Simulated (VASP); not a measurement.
Given:

```
CELL_PARAMETERS angstrom
      0.00000     2.73272     2.73272
      2.73272     0.00000     2.73272
      2.73272     2.73272     0.00000
ATOMIC_POSITIONS crystal
  Ca 0.00000 0.00000 0.00000
  F  0.25000 0.25000 0.25000
  F  0.75000 0.75000 0.75000
```

Method: optB86b-vdW, VASP's PBE PAW potentials (set 64) (plane waves; VASP). Numerical set-up: 520 eV cut-off, 7×7×7 Γ-centred mesh, Gaussian smearing of 0.050 eV, potentials Ca_sv F.

**Question.** Give the energy at these volumes per atom, relative to the lowest: 12.75, 13.16, 13.57, 13.97, 14.38 Å³.

**Answer.** 15.8, 4.0, 0.0, 2.4, 10.5 meV/atom. A third-order Birch-Murnaghan fit gives B0 = 84.5 GPa and B0′ = 4.4.

Measured: bulk modulus 83.0 GPa (computed value off by +1.8 %), as given by On the Morphology of Group II Metal Fluoride Nanocrystals at Finite Temperature and Partial Pressure of HF, PMC6154342; a 5.466 Å (computed value off by -0.0 %), as given by M. Råsander et al., The Journal of Chemical Physics (2015), arXiv:1505.02379. The calculation is for a static lattice, while the measured bulk modulus, a hold thermal and zero-point effects, which are part of the difference.

The compound is CaF2 in the fluorite structure. It was relaxed first.
